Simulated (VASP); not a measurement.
Given:

```yaml
crystal:
  lattice:
    - [2.26047, 0.00000, 0.00000]
    - [-1.13023, 1.95762, 0.00000]
    - [0.00000, 0.00000, 3.55134]
  atoms:
    - { symbol: Be, position: [0.66667, 0.33333, 0.75000] }
    - { symbol: Be, position: [0.33333, 0.66667, 0.25000] }
```

The numbers are results of PBEsol GGA, VASP's PBE PAW potentials (set 64) (plane waves; VASP), not measurements. Numerical set-up: 480 eV cut-off, 17×17×9 Γ-centred mesh, first-order Methfessel-Paxton smearing of 0.10 eV, potentials Be.

Predict the energy per atom (σ→0), band gap (on the k-mesh) with the smallest direct gap where there is one.

| Item | Value |
|---|---|
| band gap (on the k-mesh) | none (metal, semimetal or under 0.01 eV) |
| energy per atom (σ→0) | -3996 meV/atom |

The absolute energy has meaning only against runs of the same code, potentials and settings.

The compound is Be in the hcp structure. It was relaxed first. The start is the result of an earlier pass.
